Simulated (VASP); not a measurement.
Computed with LDA (Ceperley-Alder, Perdew-Zunger), VASP's LDA PAW potentials (set 64) (plane waves; VASP).

A VASP calculation is set up with these files.

KPOINTS:
```
Automatic mesh
0
gamma
12 12 1
0 0 0
```

**INCAR**
```
SYSTEM = Bi2Te3 bilayer
PREC = Normal
ENCUT = 400
EDIFF = 1E-6
NELM = 100
ALGO = Normal
LREAL = .FALSE.
LASPH = .TRUE.
ISMEAR = 0
SIGMA = 0.05
LMAXMIX = 4
LWAVE = .FALSE.
LCHARG = .FALSE.
NELMIN = 4
LVHAR = .TRUE.
LORBIT = 11
```

File POSCAR:
```
Bi2Te3 bilayer
1
    4.3411855010    -0.0000000000     0.0000000000
   -2.1705927505     3.7595766686     0.0000000000
    0.0000000000     0.0000000000    33.3167618555
Bi Te
4 6
Direct
  0.3333330000   0.6666670000   0.2886167671
  1.0000000000   1.0000000000   0.5907135179
  0.0000000000   0.0000000000   0.4092864821
  0.6666670000   0.3333330000   0.7113832329
  0.0000000000   1.0000000000   0.2376561307
  0.6666670000   0.3333330000   0.3490548221
  0.3333330000   0.6666670000   0.4612067334
  0.6666670000   0.3333330000   0.5387932666
  0.3333330000   0.6666670000   0.6509451779
  1.0000000000   0.0000000000   0.7623438693
```

POTCAR, in this order: Bi_d Te (LDA.64 set). Program: vasp_std. Read from the step before: WAVECAR.

Unless said otherwise, spin-orbit coupling is left out, though it shifts the bands of the heavy elements here.

Problem. Estimate the energy per atom (σ→0), band gap (on the k-mesh).

Solution. 
- energy per atom (σ→0): -4.289 eV/atom
- band gap (on the k-mesh): 0.50 eV

### OSZICAR
```
       N       E                     dE             d eps       ncg     rms          rms(c)
DAV:   1    -0.428897008055E+02   -0.42890E+02   -0.49849E-03  2208   0.654E-01    0.688E-03
DAV:   2    -0.428897028711E+02   -0.20656E-05   -0.18014E-05  2835   0.476E-02    0.109E-02
DAV:   3    -0.428896984275E+02    0.44437E-05   -0.16721E-06  1860   0.213E-02    0.625E-03
DAV:   4    -0.428896986978E+02   -0.27032E-06   -0.11887E-06  1399   0.726E-03
   1 F= -.42889699E+02 E0= -.42889699E+02  d E =-.159118E-10
```

The cell is a sheet with vacuum, built from Bi2Te3 (tetradymite).
